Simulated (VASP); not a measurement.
Data:

```
Al2Au
1.0
    0.00000     3.02804     3.02804
    3.02804     0.00000     3.02804
    3.02804     3.02804     0.00000
Al Au
2 1
Cartesian
  1.51402   1.51402   1.51402
  4.54206   4.54206   4.54206
  0.00000   0.00000   0.00000
```

Computed with PBE GGA, VASP's PBE PAW potentials (set 64) (plane waves; VASP). Run with 520 eV cut-off, 9×9×9 Γ-centred mesh, first-order Methfessel-Paxton smearing of 0.10 eV, potentials Al Au.

Unless said otherwise, spin-orbit coupling is left out, though it shifts the bands of the heavy elements here.

Predict the energy per atom (σ→0), band gap (on the k-mesh) with the smallest direct gap where there is one.

```json
{
 "band gap (on the k-mesh)": "none (metal, semimetal or under 0.01 eV)",
 "energy per atom (σ→0)": "-4.005 eV/atom"
}
```

Only differences to runs with the same potentials and settings are physical.

The compound is AuAl2 in the fluorite structure. It was relaxed first. The electron count is odd and the run is not spin-polarised, which forces a metal.
